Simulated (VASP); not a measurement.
The system is HPbNO4.

```
H Pb N O
1.0
     4.92453    0.00000    0.00000
     0.00000    5.59720    0.00000
     0.00000    0.00000    7.24347
H Pb N O
2 2 2 8
Cartesian
  0.0000 2.7986 1.3992
  2.4623 0.0000 5.8442
  2.4623 2.7986 6.8999
  0.0000 0.0000 0.3436
  0.0000 0.0000 4.6108
  2.4623 2.7986 2.6327
  0.0000 2.7986 0.4245
  2.4623 0.0000 6.8190
  0.0000 1.0953 5.2874
  0.0000 4.5019 5.2874
  0.0000 0.0000 3.3863
  2.4623 3.8939 1.9561
  2.4623 1.7033 1.9561
  2.4623 2.7986 3.8571
```

The cell was built by a generator and needn't be a form met in nature.

```yaml
Program: VASP 6.6.1
Task: relaxation of cell and atoms
Functional: revPBE
Potentials_or_basis: VASP PAW PBE potentials, release 64 (H, Pb_d, N, O)
Cutoff: 600 eV
k_mesh: 6 × 5 × 4
Occupations: fermi-dirac, width 0.05 eV
Spin: no spin polarisation
```

At the start: pressure 2.6 GPa; volume 14.26 Å³/atom.

Question: How do energy, volume and symmetry change on relaxing?

Answer: Over 33 steps the energy falls by 5.0 meV/atom and the volume is 15.29 Å³/atom (+7.2 %); space group Pmmn (No. 59, to 0.05 Å).

The path:
| step | energy change (eV) | largest force (eV/Å) | pressure (GPa) | volume (Å³) |
| --- | --- | --- | --- | --- |
| 1 | 0.0000 | 0.7673 | 2.62 | 199.66 |
| 2 | 0.2330 | 3.0088 | -4.11 | 206.46 |
| 3 | -0.0259 | 0.3359 | 0.82 | 201.21 |
| 4 | -0.0240 | 0.9100 | 0.13 | 204.18 |
| 5 | -0.0336 | 0.2942 | 0.47 | 202.61 |
| 6 | -0.0469 | 0.1209 | 0.38 | 205.10 |
| 7 | -0.0488 | 0.1632 | 0.35 | 206.45 |
| 8 | -0.0496 | 0.2721 | -0.43 | 208.18 |
| 9 | -0.0507 | 0.1739 | -0.10 | 207.43 |
| 10 | -0.0537 | 0.1735 | -0.18 | 208.33 |
| 11 | -0.0552 | 0.2852 | -0.28 | 209.44 |
| 12 | -0.0572 | 0.2224 | -0.24 | 209.82 |
| 13 | -0.0607 | 0.1308 | -0.13 | 210.79 |
| 14 | -0.0607 | 0.2775 | 0.12 | 212.75 |
| 15 | -0.0619 | 0.2027 | -0.01 | 211.76 |
| 16 | -0.0632 | 0.0780 | -0.01 | 212.20 |
| 17 | -0.0634 | 0.0746 | -0.01 | 212.44 |
| 18 | -0.0639 | 0.0667 | -0.03 | 212.54 |
| 19 | -0.0644 | 0.1505 | -0.08 | 212.76 |
| 20 | -0.0647 | 0.1340 | -0.09 | 212.80 |
| 21 | -0.0654 | 0.0947 | -0.12 | 212.92 |
| 22 | -0.0662 | 0.1280 | -0.17 | 213.16 |
| 23 | -0.0671 | 0.0897 | -0.08 | 213.17 |
| 24 | -0.0679 | 0.0537 | 0.09 | 213.20 |
| 25 | -0.0680 | 0.0627 | 0.16 | 213.21 |
| 26 | -0.0684 | 0.0462 | 0.15 | 213.33 |
| 27 | -0.0688 | 0.0784 | 0.14 | 213.55 |
| 28 | -0.0685 | 0.2122 | 0.11 | 213.99 |
| 29 | -0.0689 | 0.1067 | 0.13 | 213.67 |
| 30 | -0.0693 | 0.0456 | 0.06 | 213.85 |
| 31 | -0.0693 | 0.0311 | 0.02 | 213.94 |
| 32 | -0.0693 | 0.0277 | 0.02 | 213.97 |
| 33 | -0.0694 | 0.0117 | 0.04 | 213.99 |

Final structure:
```yaml
crystal:
  lattice:
    - [5.02111, 0.00000, 0.00000]
    - [0.00000, 5.73510, 0.00000]
    - [0.00000, 0.00000, 7.43112]
  atoms:
    - { symbol: H, position: [0.00000, 0.50000, 0.18877] }
    - { symbol: H, position: [0.50000, 0.00000, 0.81123] }
    - { symbol: Pb, position: [0.50000, 0.50000, 0.96476] }
    - { symbol: Pb, position: [0.00000, 0.00000, 0.03524] }
    - { symbol: N, position: [0.00000, 0.00000, 0.63605] }
    - { symbol: N, position: [0.50000, 0.50000, 0.36395] }
    - { symbol: O, position: [0.00000, 0.50000, 0.05735] }
    - { symbol: O, position: [0.50000, 0.00000, 0.94265] }
    - { symbol: O, position: [0.00000, 0.19251, 0.72830] }
    - { symbol: O, position: [0.00000, 0.80749, 0.72830] }
    - { symbol: O, position: [0.00000, 0.00000, 0.47026] }
    - { symbol: O, position: [0.50000, 0.69251, 0.27170] }
    - { symbol: O, position: [0.50000, 0.30749, 0.27170] }
    - { symbol: O, position: [0.50000, 0.50000, 0.52974] }
```

Caveat: the standard files for N, O and F lose accuracy on very short bonds; the PAW data sets were made with another functional, which shifts forces and pressure a little.
